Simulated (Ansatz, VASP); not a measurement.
**Two plane-wave programs on NbSi2B6**

```
Nb Si B
1.0
     0.00000    3.53787    3.53787
     3.53787    0.00000    3.53787
     3.53787    3.53787    0.00000
Nb Si B
1 2 6
Direct
  0.00000 0.00000 0.00000
  0.25000 0.25000 0.25000
  0.75000 0.75000 0.75000
  0.67792 0.32208 0.32208
  0.32208 0.67792 0.32208
  0.32208 0.67792 0.67792
  0.67792 0.32208 0.67792
  0.32208 0.32208 0.67792
  0.67792 0.67792 0.32208
```

The cell was built by a generator and needn't be a form met in nature.

Alike in both runs: task single point; functional PBE; k mesh 10 × 10 × 10; no spin polarisation.

|  | VASP | Ansatz |
| --- | --- | --- |
| version | VASP 6.6.1 | Ansatz 0.2.0 |
| potentials or method | VASP PAW PBE potentials, release 64 (Nb_sv, Si, B) | scalar-relativistic, plane waves, PAW |
| plane-wave cutoff (eV) | 520 | 420 |
| occupations | tetrahedron | tetrahedron-uncorrected |
| valence electrons in the cell | 39 | 39 |

```tsv
	VASP	Ansatz	Ansatz less VASP
gap on the k mesh at the Fermi level (eV)	none	none	-
pressure (GPa)	0.0	0.2	+0.21
rms of the force components (eV/Å)	0.000	0.018	+0.0174
```

Atom by atom the forces differ by 0.018 eV/Å (rms over components). A gap of «none» marks a metal or a gap that the smearing closes. Ansatz warned: «band_table_not_solved_further».

Caveats: tetrahedron occupations give inexact forces and stress in metals.
